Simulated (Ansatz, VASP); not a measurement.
# Cross-check of Sn2Pt between VASP and Ansatz, part 2 of 2

Aim: how closely do two programs agree when they are given the same cell, functional and k mesh? The cell is taken from a series of runs on this material, whose earlier steps may have relaxed, scaled, displaced or heated it; both programs get it as it stands.

VASP 6.6.1 and Ansatz 0.2.0.

So far: The structure; Ansatz: zone-centre phonons, PBEsol.

## Step 3: VASP: zone-centre phonons, PBEsol

Level of this step: PBEsol; plane waves and PAW (Sn_d, Pt) (VASP).

The same cell, functional, mesh and smearing now go to VASP, with its own data sets.

Lines of VASP's logs that name or quote its potential files are left out, and so is its time.

File INCAR:

```
SYSTEM = Sn2Pt
PREC = Accurate
ENCUT = 500
EDIFF = 1E-08
NELM = 120
ISMEAR = 1
SIGMA = 0.2
LREAL = .FALSE.
ALGO = Normal
GGA = PS
NBANDS = 25
LASPH = .TRUE.
LORBIT = 11
LWAVE = .FALSE.
LCHARG = .FALSE.
ISIF = 2
IBRION = 8
GGA_COMPAT = .FALSE.
KPAR = 2
```

File POSCAR:

```
Sn2Pt
1.0
    0.0000000000      3.2270767534      3.2270767534
    3.2270767534      0.0000000000      3.2270767534
    3.2270767534      3.2270767534      0.0000000000
Sn Pt
2 1
Direct
    0.2500000000      0.2500000000      0.2500000000
    0.7500000000      0.7500000000      0.7500000000
    0.0000000000      0.0000000000      0.0000000000
```

File KPOINTS:

```
Automatic mesh
0
Gamma
12 12 12
0 0 0
```

The projector-augmented-wave data sets are Sn_d and Pt (PBE family, release 64).

Launch:

```console
> mpirun -np 2 vasp_std
```

Numbers of over 12 decimals in the logs are rounded to 6 here.

What it wrote:

```text
[banner, memory and clock lines left out]
running    2 mpi-ranks, on    1 nodes
 distrk:  each k-point on    1 cores,    2 groups
 distr:  one band on    1 cores,    1 groups

 POSCAR found type information on POSCAR SnPt
 POSCAR found :  2 types and       3 ions
|                                                                             |
|               ----> ADVICE to this user running VASP <----                  |
|                                                                             |
|     You enforced a specific xc type in the INCAR file but a different       |
|     [... a line on the potential file left out ...]
|     I HOPE YOU KNOW WHAT YOU ARE DOING!                                     |
|                                                                             |

 LDA part: xc-table for (Slater+PW92), standard interpolation
 POSCAR, INCAR and KPOINTS ok, starting setup
 FFT: planning ... GRIDC
 FFT: planning ... GRID_SOFT
 FFT: planning ... GRID
 WAVECAR not read
 entering main loop
       N       E                     dE             d eps       ncg     rms          rms(c)
DAV:   1     0.331481806882E+03    0.33148E+03   -0.18910E+04  3747   0.227E+03
DAV:   2     0.197572463070E+02   -0.31172E+03   -0.30369E+03  3648   0.512E+02
DAV:   3    -0.162340326007E+02   -0.35991E+02   -0.35529E+02  4394   0.157E+02
DAV:   4    -0.173352656210E+02   -0.11012E+01   -0.10973E+01  4112   0.298E+01
DAV:   5    -0.173705634794E+02   -0.35298E-01   -0.35294E-01  5128   0.516E+00    0.812E+00
DAV:   6    -0.170060640966E+02    0.36450E+00   -0.16574E+00  3868   0.857E+00    0.356E+00
DAV:   7    -0.169074867046E+02    0.98577E-01   -0.21472E-01  4745   0.445E+00    0.228E+00
DAV:   8    -0.168748152210E+02    0.32671E-01   -0.71901E-02  4356   0.219E+00    0.267E-01
DAV:   9    -0.168742470591E+02    0.56816E-03   -0.52996E-03  4608   0.842E-01    0.172E-01
DAV:  10    -0.168744025611E+02   -0.15550E-03   -0.96702E-04  3938   0.317E-01    0.364E-02
DAV:  11    -0.168744338645E+02   -0.31303E-04   -0.63992E-05  3905   0.663E-02    0.969E-03
DAV:  12    -0.168744404303E+02   -0.65658E-05   -0.16246E-05  3850   0.401E-02    0.727E-03
DAV:  13    -0.168744407666E+02   -0.33631E-06   -0.16922E-06  4253   0.743E-03    0.132E-03
DAV:  14    -0.168744406312E+02    0.13542E-06   -0.10206E-07  3911   0.216E-03    0.379E-04
DAV:  15    -0.168744406431E+02   -0.11937E-07   -0.62165E-09  2898   0.744E-04    0.566E-05
DAV:  16    -0.168744406343E+02    0.88439E-08   -0.16479E-09  1939   0.470E-04
   1 F= -.16874441E+02 E0= -.16874138E+02  d E =-.908582E-03
 Linear response reoptimize wavefunctions to high precision
DAV:   1    -0.168744406421E+02   -0.77825E-08   -0.89458E-10  1943   0.367E-04
DAV:   2    -0.168744406421E+02   -0.37289E-10   -0.38942E-10  1898   0.170E-04
 Linear response DOF=           2
 Linear response progress:
  Degree of freedom:   1/  2
       N       E                     dE             d eps       ncg     rms          rms(c)
RMM:   1    -0.213705946304E+00   -0.21371E+00    0.75319E-01 17028   0.119E+01
RMM:   2    -0.219834859448E+00   -0.61289E-02   -0.17960E-02 25254   0.985E-01    0.762E-02
RMM:   3    -0.219904788090E+00   -0.69929E-04   -0.13158E-03 25717   0.256E-01    0.385E-02
RMM:   4    -0.219762179222E+00    0.14261E-03   -0.95321E-05 27301   0.741E-02    0.147E-02
RMM:   5    -0.219721413363E+00    0.40766E-04   -0.11387E-05 27163   0.232E-02    0.414E-03
RMM:   6    -0.219714877881E+00    0.65355E-05   -0.20813E-06 27060   0.764E-03    0.135E-03
RMM:   7    -0.219715371237E+00   -0.49336E-06    0.97197E-08 27633   0.275E-03    0.870E-04
RMM:   8    -0.219714890495E+00    0.48074E-06    0.54070E-07 27527   0.114E-03    0.102E-04
RMM:   9    -0.219714653007E+00    0.23749E-06    0.53393E-07 28504   0.509E-04    0.455E-05
RMM:  10    -0.219714488796E+00    0.16421E-06    0.44143E-07 28222   0.269E-04    0.102E-05
RMM:  11    -0.219714414771E+00    0.74025E-07    0.26518E-07 29119   0.163E-04    0.835E-06
RMM:  12    -0.219714331773E+00    0.82998E-07    0.12304E-07 28490   0.115E-04    0.204E-06
RMM:  13    -0.219714308654E+00    0.23120E-07    0.53265E-08 30077   0.902E-05    0.942E-07
RMM:  14    -0.219714311173E+00   -0.25195E-08    0.20427E-08 27821   0.781E-05    0.595E-07
 first order change of Fermi-energy   0.79792E-05
 force on displaced ion       1 direction 1 :  -5.975   0.000   0.000
 Linear response progress:
  Degree of freedom:   2/  2
       N       E                     dE             d eps       ncg     rms          rms(c)
RMM:   1    -0.259586972107E+00   -0.25959E+00   -0.24762E-01 14524   0.229E+00
RMM:   2    -0.258311209156E+00    0.12758E-02   -0.95568E-03 13254   0.524E-01    0.119E-01
RMM:   3    -0.258380424746E+00   -0.69216E-04   -0.31181E-04 14833   0.125E-01    0.692E-02
RMM:   4    -0.258690058702E+00   -0.30963E-03   -0.48464E-04 15704   0.102E-01    0.146E-02
RMM:   5    -0.258688438184E+00    0.16205E-05   -0.49507E-06 15096   0.148E-02    0.147E-02
RMM:   6    -0.258652774137E+00    0.35664E-04   -0.90093E-07 15233   0.441E-03    0.119E-02
RMM:   7    -0.258465677781E+00    0.18710E-03   -0.36526E-05 19055   0.220E-02    0.970E-03
RMM:   8    -0.258543227995E+00   -0.77550E-04   -0.42727E-06 16639   0.878E-03    0.103E-03
RMM:   9    -0.258550450977E+00   -0.72230E-05   -0.11662E-06 16154   0.168E-03    0.911E-04
RMM:  10    -0.258542587080E+00    0.78639E-05   -0.10728E-07 15348   0.866E-04    0.250E-04
RMM:  11    -0.258541466936E+00    0.11201E-05   -0.38183E-07 15427   0.342E-04    0.112E-04
RMM:  12    -0.258540784386E+00    0.68255E-06   -0.81190E-08 16234   0.154E-04    0.596E-05
RMM:  13    -0.258539829633E+00    0.95475E-06   -0.69874E-08 16313   0.164E-04    0.459E-05
RMM:  14    -0.258540151494E+00   -0.32186E-06   -0.56691E-08 15736   0.953E-05    0.167E-05
RMM:  15    -0.258540314761E+00   -0.16327E-06   -0.30622E-08 16402   0.803E-05    0.413E-07
RMM:  16    -0.258540327362E+00   -0.12601E-07   -0.21094E-08 14535   0.669E-05    0.124E-06
RMM:  17    -0.258540320145E+00    0.72171E-08   -0.17432E-08 10308   0.646E-05    0.562E-07
 first order change of Fermi-energy  -0.99093E-04
 force on displaced ion       3 direction 1 :  -6.782   0.000   0.000
 Linear response finished
```

From OUTCAR (step 3):

```text
ion  position               nearest neighbor table
   1  0.250  0.250  0.250-   3 2.79   3 2.79   3 2.79   3 2.79   2 3.23   2 3.23   2 3.23   2 3.23
                             2 3.23   2 3.23
   2  0.750  0.750  0.750-   3 2.79   3 2.79   3 2.79   3 2.79   1 3.23   1 3.23   1 3.23   1 3.23
                             1 3.23   1 3.23
   3  0.000  0.000  0.000-   2 2.79   2 2.79   2 2.79   1 2.79   1 2.79   1 2.79   2 2.79   1 2.79

  LATTYP: Found a face centered cubic cell.
 ALAT       =     6.4541535068

 Subroutine GETGRP returns: Found 48 space group operations
 (whereof 48 operations were pure point group operations)

The static configuration has the point symmetry O_h .

 Found     72 irreducible k-points:

   k-points           NKPTS =     72   k-points in BZ     NKDIM =     72   number of bands    NBANDS=     25

   dimension x,y,z NGX =    36 NGY =   36 NGZ =   36
   dimension x,y,z NGXF=    72 NGYF=   72 NGZF=   72

   ENCUT  =  500.0 eV  36.75 Ry    6.06 a.u.   8.32  8.32  8.32*2*pi/ulx,y,z

   NELECT =      38.0000    total number of electrons

 k-points in reciprocal lattice and weights: Automatic mesh
   0.00000000  0.00000000  0.00000000       0.001
   0.08333333  0.00000000  0.00000000       0.005
   0.16666667  0.00000000  0.00000000       0.005
   0.25000000  0.00000000  0.00000000       0.005
   0.33333333  0.00000000  0.00000000       0.005
   0.41666667  0.00000000  0.00000000       0.005
   0.50000000  0.00000000  0.00000000       0.002
   0.08333333  0.08333333  0.00000000       0.003
   0.16666667  0.08333333  0.00000000       0.014
[...]
-0.33333333  0.50000000  0.16666667       0.007
  -0.25000000  0.50000000  0.25000000       0.003

 average (electrostatic) potential at core
       1 -97.7904       2 -97.7904       3 -65.0928

  Total       -0.0201023     -0.0201023     -0.0201023      0.0000000     -0.0000000     -0.0000000
  in kB       -0.4791799     -0.4791799     -0.4791799      0.0000000     -0.0000000     -0.0000000
  external PRESSURE =      -0.4791799 kB  Pullay stress =       0.0000000 kB

  energy-cutoff  :      500.00
  volume of cell :       67.21
      direct lattice vectors                 reciprocal lattice vectors
     0.000000000  3.227076753  3.227076753    -0.154938986  0.154938986  0.154938986
     3.227076753  0.000000000  3.227076753     0.154938986 -0.154938986  0.154938986
     3.227076753  3.227076753  0.000000000     0.154938986  0.154938986 -0.154938986

 POSITION                                       TOTAL-FORCE (eV/Angst)
 -----------------------------------------------------------------------------------
      1.61354      1.61354      1.61354        -0.000000      0.000000     -0.000000
      4.84062      4.84062      4.84062         0.000000     -0.000000      0.000000
      0.00000      0.00000      0.00000        -0.000000      0.000000     -0.000000
 -----------------------------------------------------------------------------------
    total drift:                                0.000000      0.000000      0.000000

 Eigenvectors and eigenvalues of the dynamical matrix
 ----------------------------------------------------

   1 f  =    4.194853 THz    26.357036 2PiTHz  139.925222 cm-1    17.348509 meV
             X         Y         Z           dx          dy          dz
      1.613538  1.613538  1.613538    -0.054623   -0.698273    0.097115
      4.840615  4.840615  4.840615     0.054623    0.698273   -0.097115
      0.000000  0.000000  0.000000    -0.000000    0.000000   -0.000000

   2 f  =    4.194853 THz    26.357036 2PiTHz  139.925222 cm-1    17.348509 meV
             X         Y         Z           dx          dy          dz
      1.613538  1.613538  1.613538     0.133671   -0.105898   -0.686234
      4.840615  4.840615  4.840615    -0.133671    0.105898    0.686234
      0.000000  0.000000  0.000000     0.000000   -0.000000    0.000000

   3 f  =    4.194853 THz    26.357036 2PiTHz  139.925222 cm-1    17.348509 meV
             X         Y         Z           dx          dy          dz
      1.613538  1.613538  1.613538    -0.692205    0.034652   -0.140182
      4.840615  4.840615  4.840615     0.692205   -0.034652    0.140182
      0.000000  0.000000  0.000000    -0.000000   -0.000000    0.000000

   4 f  =    3.937124 THz    24.737678 2PiTHz  131.328313 cm-1    16.282628 meV
             X         Y         Z           dx          dy          dz
      1.613538  1.613538  1.613538    -0.411604    0.234542   -0.038792
      4.840615  4.840615  4.840615    -0.411604    0.234542   -0.038792
      0.000000  0.000000  0.000000     0.641112   -0.365322    0.060422

   5 f  =    3.937124 THz    24.737678 2PiTHz  131.328313 cm-1    16.282628 meV
             X         Y         Z           dx          dy          dz
      1.613538  1.613538  1.613538     0.082610    0.213843    0.416388
      4.840615  4.840615  4.840615     0.082610    0.213843    0.416388
      0.000000  0.000000  0.000000    -0.128673   -0.333081   -0.648564

   6 f  =    3.937124 THz    24.737678 2PiTHz  131.328313 cm-1    16.282628 meV
             X         Y         Z           dx          dy          dz
      1.613538  1.613538  1.613538     0.222913    0.353827   -0.225939
      4.840615  4.840615  4.840615     0.222913    0.353827   -0.225939
      0.000000  0.000000  0.000000    -0.347209   -0.551120    0.351922

   7 f/i=    0.003214 THz     0.020191 2PiTHz    0.107191 cm-1     0.013290 meV
             X         Y         Z           dx          dy          dz
      1.613538  1.613538  1.613538    -0.006478    0.063265    0.519638
      4.840615  4.840615  4.840615    -0.006478    0.063265    0.519638
      0.000000  0.000000  0.000000    -0.008318    0.081234    0.667230

   8 f/i=    0.003214 THz     0.020191 2PiTHz    0.107191 cm-1     0.013290 meV
             X         Y         Z           dx          dy          dz
      1.613538  1.613538  1.613538    -0.102399    0.509485   -0.063305
      4.840615  4.840615  4.840615    -0.102399    0.509485   -0.063305
      0.000000  0.000000  0.000000    -0.131483    0.654193   -0.081286

   9 f/i=    0.003214 THz     0.020191 2PiTHz    0.107191 cm-1     0.013290 meV
             X         Y         Z           dx          dy          dz
      1.613538  1.613538  1.613538     0.513362    0.102424   -0.006070
      4.840615  4.840615  4.840615     0.513362    0.102424   -0.006070
      0.000000  0.000000  0.000000     0.659172    0.131516   -0.007794

 ELASTIC MODULI CONTR FROM IONIC RELAXATION (kBar)
 Direction    XX          YY          ZZ          XY          YZ          ZX
 --------------------------------------------------------------------------------
 XX          -0.0000     -0.0000      0.0000      0.0000     -0.0000     -0.0000
 YY          -0.0000     -0.0000      0.0000      0.0000     -0.0000     -0.0000
 ZZ           0.0000      0.0000     -0.0000     -0.0000      0.0000      0.0000
 XY           0.0000      0.0000     -0.0000   -222.0148      0.0000     -0.0000
 YZ          -0.0000     -0.0000      0.0000      0.0000   -222.0148     -0.0000
 ZX          -0.0000     -0.0000      0.0000     -0.0000     -0.0000   -222.0148
 --------------------------------------------------------------------------------
```

## Step 4: Comparison

Known differences besides the potentials themselves: the data sets hold 46 valence electrons in Ansatz (on its PAW soft_1 files) and 38 in VASP; the cutoff is 420 eV in Ansatz and 500 eV in VASP; Ansatz makes its cores anew for this functional, VASP keeps those of its PBE data sets. Total energies have different zeros and are not compared.

Compared:

```tsv
quantity	Ansatz	VASP	difference
optical mode 1 to 3 (cm⁻¹)	130.8	131.3	-0.43 %
optical mode 4 to 6 (cm⁻¹)	139.1	139.9	-0.60 %
```

Modes are paired by rising frequency, not by their patterns, so a pair may set unlike modes beside each other; they are those without the splitting of longitudinal modes.

## Step 5: Summary of results

```json
{
 "r.m.s. difference of the optical zone-centre modes, each program's sorted by frequency (zone-centre phonons, PBEsol)": "0.72 cm⁻¹",
 "difference in optical mode 4 to 6 (zone-centre phonons, PBEsol)": "-0.6 %"
}
```

What this shows: The r.m.s. difference of the optical zone-centre modes, each program's sorted by frequency is 0.72 cm⁻¹ (zone-centre phonons, PBEsol). The data sets hold unlike numbers of valence electrons (46 in Ansatz and 38 in VASP), so part of the differences comes from the potentials. Among the rows given in per cent, the largest difference of the zone-centre phonons, PBEsol pair is in optical mode 4 to 6, -0.6 %. 1 further run of this series is not shown here. Such differences can come from data sets, numerical settings and the points named under the comparisons, not from the functional's error against experiment.

[Lines on the potential files, build, host, timing and source positions are cut from VASP's logs without a mark.]

[Logs are printed without paths, hosts, clocks, repeated set-up lines and the standing remarks that a program may print on its own settings, such as how far it seeks lower states.]

[Hosts, paths, dates, database ids (printed as entryN), source tags and the programs' standing remarks are cut or masked in the printed files.]
